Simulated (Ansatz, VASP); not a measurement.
# MgHF in two plane-wave programs

Aim: how closely do two programs agree when they are given the same cell, functional and k mesh? The cell is generated by rule, not measured, and may not be a known phase. The cell is taken from a series of runs on this material, whose earlier steps may have relaxed, scaled, displaced or heated it; both programs get it as it stands.

Method: plane waves, with VASP 6.6.1 beside it; relaxation of cell and atoms at PBEsol, in Ansatz 0.2.0.

The structure was built from a prototype and need not be the compound's stable phase.

**1. Starting point**

Symmetry: P4/nmm, No. 129, tetragonal system. The conventional cell has a = 3.247 Å, b = 3.247 Å, c = 5.039 Å, α = 90.00°, β = 90.00°, γ = 90.00°. Nearest to Mg lie 5 F at 1.98 to 2.43 Å and 4 H at 1.98 Å. H has 4 Mg at 1.98 Å nearest. Nearest to F lie 5 Mg at 1.98 to 2.43 Å. Farther neighbours and most contacts between anions are not listed.

Coordinates:

```cif
data_structure
_symmetry_space_group_name_H-M 'P 1'
_symmetry_Int_Tables_number 1
_cell_length_a 3.2472
_cell_length_b 3.2472
_cell_length_c 5.0387
_cell_angle_alpha 90.000
_cell_angle_beta 90.000
_cell_angle_gamma 90.000
_cell_volume 53.13
loop_
_atom_site_label
_atom_site_type_symbol
_atom_site_fract_x
_atom_site_fract_y
_atom_site_fract_z
_atom_site_occupancy
Mg1 Mg 0.00000 0.50000 0.22432 1
Mg2 Mg 0.50000 0.00000 0.77568 1
H3 H 0.00000 0.00000 0.00000 1
H4 H 0.50000 0.50000 0.00000 1
F5 F 0.00000 0.50000 0.61692 1
F6 F 0.50000 0.00000 0.38308 1
```

**2. VASP: relaxation of cell and atoms, PBEsol**

The relaxed volume is the usual yardstick between codes: in a stiff, nearly cubic crystal its relative difference is about their pressure difference at one cell divided by the bulk modulus.

Lines of VASP's logs that name or quote its potential files are left out, and so is its time.

INCAR

```
SYSTEM = MgHF
PREC = Accurate
ENCUT = 600
EDIFF = 1E-07
NELM = 120
ISMEAR = 0
SIGMA = 0.01
LREAL = .FALSE.
ALGO = Normal
GGA = PS
NBANDS = 16
LORBIT = 11
LWAVE = .FALSE.
LCHARG = .FALSE.
ISIF = 3
IBRION = 2
NSW = 80
EDIFFG = -0.005
LASPH = .TRUE.
GGA_COMPAT = .FALSE.
NELMIN = 4
EFERMI = MIDGAP
KPAR = 2
```

POSCAR

```
MgHF
1.0
    3.2471870000      0.0000000000      0.0000000000
    0.0000000000      3.2471870000      0.0000000000
    0.0000000000      0.0000000000      5.0386600000
Mg H F
2 2 2
Direct
    0.0000000000      0.5000001540      0.2243155918
    0.5000001540      0.0000000000      0.7756844082
    0.0000000000      0.0000000000      0.0000000000
    0.5000001540      0.5000001540      0.0000000000
    0.0000000000      0.5000001540      0.6169217609
    0.5000001540      0.0000000000      0.3830782391
```

KPOINTS

```
Automatic mesh
0
Gamma
8 8 6
0 0 0
```

Potentials, in the order of the species: Mg, H and F (PBE family, release 64).

Launch:

```sh
$ mpirun -np 2 vasp_std
```

Numbers of over 12 decimals in the logs are rounded to 6 here.

What it wrote:

```text
[banner, memory and clock lines left out]
running    2 mpi-ranks, on    1 nodes
 distrk:  each k-point on    1 cores,    2 groups
 distr:  one band on    1 cores,    1 groups

 POSCAR found type information on POSCAR MgH F
 POSCAR found :  3 types and       6 ions
|                                                                             |
|               ----> ADVICE to this user running VASP <----                  |
|                                                                             |
|     You enforced a specific xc type in the INCAR file but a different       |
|     [... a line on the potential file left out ...]
|     I HOPE YOU KNOW WHAT YOU ARE DOING!                                     |
|                                                                             |

 LDA part: xc-table for (Slater+PW92), standard interpolation
 POSCAR, INCAR and KPOINTS ok, starting setup
 FFT: planning ... GRIDC
 FFT: planning ... GRID_SOFT
 FFT: planning ... GRID
 WAVECAR not read
 entering main loop
       N       E                     dE             d eps       ncg     rms          rms(c)
DAV:   1     0.896725573678E+02    0.89673E+02   -0.10748E+04  1928   0.124E+03
DAV:   2    -0.214949775426E+02   -0.11117E+03   -0.10761E+03  2384   0.240E+02
DAV:   3    -0.257561415112E+02   -0.42612E+01   -0.42525E+01  2392   0.520E+01
DAV:   4    -0.257729249867E+02   -0.16783E-01   -0.16783E-01  2416   0.356E+00
DAV:   5    -0.257729976428E+02   -0.72656E-04   -0.72655E-04  2480   0.225E-01    0.754E+00
DAV:   6    -0.242930458818E+02    0.14800E+01   -0.35244E+00  2168   0.160E+01    0.325E+00
DAV:   7    -0.240708989226E+02    0.22215E+00   -0.20477E-01  2152   0.322E+00    0.162E+00
DAV:   8    -0.240114804359E+02    0.59418E-01   -0.21949E-01  2152   0.308E+00    0.356E-01
DAV:   9    -0.240136426701E+02   -0.21622E-02   -0.18345E-02  2200   0.109E+00    0.240E-01
DAV:  10    -0.240122780038E+02    0.13647E-02   -0.50559E-03  2272   0.672E-01    0.363E-02
DAV:  11    -0.240122992079E+02   -0.21204E-04   -0.32901E-04  2008   0.139E-01    0.218E-02
DAV:  12    -0.240122939995E+02    0.52084E-05   -0.20650E-05  2552   0.397E-02    0.378E-03
DAV:  13    -0.240122940126E+02   -0.13053E-07   -0.11873E-06  2096   0.900E-03    0.257E-03
DAV:  14    -0.240122938842E+02    0.12836E-06   -0.50223E-07  1992   0.650E-03    0.328E-04
DAV:  15    -0.240122938746E+02    0.95965E-08   -0.11434E-08  1096   0.108E-03
   1 F= -.24012294E+02 E0= -.24012294E+02  d E =-.240123E+02
[... from here on, the cycles between the ionic steps are left out ...]
   2 F= -.24013025E+02 E0= -.24013025E+02  d E =-.731056E-03
   3 F= -.24013063E+02 E0= -.24013063E+02  d E =-.769498E-03
   4 F= -.24013167E+02 E0= -.24013167E+02  d E =-.103555E-03
   5 F= -.24013196E+02 E0= -.24013196E+02  d E =-.132816E-03
   6 F= -.24013198E+02 E0= -.24013198E+02  d E =-.135085E-03
   7 F= -.24013233E+02 E0= -.24013233E+02  d E =-.346489E-04
   8 F= -.24013243E+02 E0= -.24013243E+02  d E =-.445583E-04
 curvature:  -1.64 expect dE=-0.981E-05 dE for cont linesearch -0.369E-08
 trial: gam= 0.12024 g(F)=  0.267E-05 g(S)=  0.332E-05 ort = 0.345E-06 (trialstep = 0.148E+01)
 search vector abs. value=  0.684E-05
 bond charge predicted
       N       E                     dE             d eps       ncg     rms          rms(c)
DAV:   1    -0.240132567699E+02   -0.13756E-04   -0.18448E-03  1920   0.395E-01    0.252E-02
DAV:   2    -0.240132507206E+02    0.60493E-05   -0.36254E-05  2272   0.569E-02    0.113E-02
DAV:   3    -0.240132491034E+02    0.16172E-05   -0.25487E-06  2112   0.158E-02    0.436E-03
DAV:   4    -0.240132487532E+02    0.35026E-06   -0.74036E-07  2120   0.860E-03    0.128E-03
DAV:   5    -0.240132487137E+02    0.39456E-07   -0.96708E-08   968   0.310E-03
   9 F= -.24013249E+02 E0= -.24013249E+02  d E =-.569804E-05
 trial-energy change:   -0.000006  1 .order   -0.000006   -0.000009   -0.000003
 step:   2.2611(harm=  2.2611)  dis= 0.00045  next Energy=   -24.013250 (dE=-0.682E-05)
 reached required accuracy - stopping structural energy minimisation
```

OUTCAR, selected parts (step 2):

```text
ion  position               nearest neighbor table
   1  0.000  0.500  0.224-   5 1.98   4 1.98   3 1.98   4 1.98   3 1.98   6 2.43   6 2.43   6 2.43
                             6 2.43   2 3.22   2 3.22   2 3.22   2 3.22   2 3.60   2 3.60   2 3.60
   2  0.500  0.000  0.776-   6 1.98   4 1.98   3 1.98   4 1.98   3 1.98   5 2.43   5 2.43   5 2.43
                             5 2.43   1 3.22   1 3.22   1 3.22   1 3.22   1 3.60   1 3.60   1 3.60
   3  0.000  0.000  0.000-   1 1.98   2 1.98   2 1.98   1 1.98
   4  0.500  0.500  0.000-   1 1.98   2 1.98   2 1.98   1 1.98
   5  0.000  0.500  0.617-   1 1.98   2 2.43   2 2.43   2 2.43   2 2.43
   6  0.500  0.000  0.383-   2 1.98   1 2.43   1 2.43   1 2.43   1 2.43

  LATTYP: Found a simple tetragonal cell.
 ALAT       =     3.2471870000
 C/A-ratio  =     1.5516999791

 Subroutine GETGRP returns: Found 16 space group operations
 (whereof  8 operations were pure point group operations)

The static configuration has the point symmetry D_2d.
 The point group associated with its full space group is D_4h.

 Found     60 irreducible k-points:

   k-points           NKPTS =     60   k-points in BZ     NKDIM =     60   number of bands    NBANDS=     16

   dimension x,y,z NGX =    28 NGY =   28 NGZ =   40
   dimension x,y,z NGXF=    56 NGYF=   56 NGZF=   80

   ENCUT  =  600.0 eV  44.10 Ry    6.64 a.u.   6.49  6.49 10.06*2*pi/ulx,y,z

   NELECT =      20.0000    total number of electrons

 k-points in reciprocal lattice and weights: Automatic mesh
   0.00000000  0.00000000  0.00000000       0.003
   0.12500000  0.00000000  0.00000000       0.010
   0.25000000  0.00000000  0.00000000       0.010
   0.37500000  0.00000000  0.00000000       0.010
   0.50000000  0.00000000  0.00000000       0.005
   0.12500000  0.12500000  0.00000000       0.010
   0.25000000  0.12500000  0.00000000       0.021
   0.37500000  0.12500000  0.00000000       0.021
   0.50000000  0.12500000  0.00000000       0.010
[...]
0.50000000  0.37500000  0.50000000       0.010
   0.50000000  0.50000000  0.50000000       0.003

 average (electrostatic) potential at core
       1 -37.6211       2 -37.6211       3 -31.2957       4 -31.2957       5 -76.7095
       6 -76.7095

 E-fermi :   4.2338

 k-point     1 :       0.0000    0.0000    0.0000
  band No.  band energies     occupation
    ...
      6      -2.6523      2.00000
      7      -1.7682      2.00000
      8      -1.0677      2.00000
      9      -1.0677      2.00000
     10       3.6508      2.00000
     11       7.4856      0.00000
     12       8.1126      0.00000
     13      11.4998      0.00000
     14      11.4998      0.00000
     15      13.7489      0.00000
    ...

 k-point     2 :       0.1250    0.0000    0.0000
  band No.  band energies     occupation
    ...
      6      -2.3804      2.00000
      7      -2.1210      2.00000
      8      -1.1210      2.00000
      9      -0.8563      2.00000
     10       3.2519      2.00000
     11       7.5768      0.00000
     12       8.4138      0.00000
     13      11.2447      0.00000
     14      11.6869      0.00000
     15      13.3970      0.00000
    ...

 k-point     3 :       0.2500    0.0000    0.0000
  band No.  band energies     occupation
    ...
      6      -2.4055      2.00000
      7      -2.1766      2.00000
      8      -1.2770      2.00000
      9      -0.5540      2.00000
     10       2.2338      2.00000
     11       7.8993      0.00000
     12       9.1852      0.00000
     13      11.3376      0.00000
     14      12.0899      0.00000
     15      12.2432      0.00000
    ...

  Total       -0.0025118     -0.0025118      0.0041175      0.0000000     -0.0000000      0.0000000
  in kB       -0.0764324     -0.0764324      0.1252928      0.0000000     -0.0000000      0.0000000
  external PRESSURE =      -0.0091906 kB  Pullay stress =       0.0000000 kB

  energy-cutoff  :      600.00
  volume of cell :       52.65
      direct lattice vectors                 reciprocal lattice vectors
     3.234071392  0.000000000  0.000000000     0.309207769  0.000000000  0.000000000
     0.000000000  3.234071392  0.000000000     0.000000000  0.309207769 -0.000000000
     0.000000000  0.000000000  5.034086087     0.000000000 -0.000000000  0.198645788

 POSITION                                       TOTAL-FORCE (eV/Angst)
 -----------------------------------------------------------------------------------
      3.23407      1.61704      1.12935         0.000000     -0.000000      0.000219
      1.61704      3.23407      3.90474         0.000000      0.000000     -0.000219
      0.00000      3.23407      0.00000         0.000000      0.000000     -0.000000
      1.61704      1.61704      0.00000         0.000000      0.000000     -0.000000
      0.00000      1.61704      3.10726         0.000000     -0.000000     -0.002666
      1.61704      0.00000      1.92682        -0.000000      0.000000      0.002666
 -----------------------------------------------------------------------------------
    total drift:                               -0.000932      0.000377      0.000279

  FREE ENERGIE OF THE ION-ELECTRON SYSTEM (eV)
  ---------------------------------------------------
  free  energy   TOTEN  =       -24.0132487137 eV

  energy  without entropy=      -24.0132487137  energy(sigma->0) =      -24.01324871

 reached required accuracy - stopping structural energy minimisation

 total charge
# of ion       s       p       d       tot
------------------------------------------
    1        0.123   0.135   0.054   0.312
    2        0.123   0.135   0.054   0.312
    3        0.592   0.004   0.000   0.596
    4        0.592   0.004   0.000   0.596
    5        1.729   4.372   0.000   6.101
    6        1.729   4.372   0.000   6.101
--------------------------------------------------
tot          4.888   9.024   0.107  14.019

[... 3 further parts left out ...]
```

CONTCAR:

```
MgHF
   1.00000000000000
     3.2340713922989099    0.0000000000000000    0.0000000000000000
     0.0000000000000000    3.2340713922989099    0.0000000000000000
     0.0000000000000000    0.0000000000000000    5.0340860874985793
  Mg              H               F
     2     2     2
Direct
     1.0000000000000000    0.5000001539999985    0.2243405150967253
     0.5000001539999985    1.0000000000000000    0.7756594849032747
     0.0000000000000000    1.0000000000000000    0.0000000000000000
     0.5000001539999985    0.5000001539999985    0.0000000000000000
     0.0000000000000000    0.5000001539999985    0.6172446747336920
     0.5000001539999985    0.0000000000000000    0.3827553252663078
```

The gap is read on the k-mesh alone, so it is an upper bound where the band edges lie off the mesh. The PAW data sets were made with PBE, which is usual practice but a small mismatch for other functionals. The run keeps the 16 symmetry operations of its start, so it cannot find a distortion of lower symmetry.

[end of part 1 of 2]

[Lines on the potential files, build, host, timing and source positions are cut from VASP's logs without a mark.]

[Logs are printed without paths, hosts, clocks, repeated set-up lines and the standing remarks that a program may print on its own settings, such as how far it seeks lower states.]

[Hosts, paths, dates, database ids (printed as entryN), source tags and the programs' standing remarks are cut or masked in the printed files.]
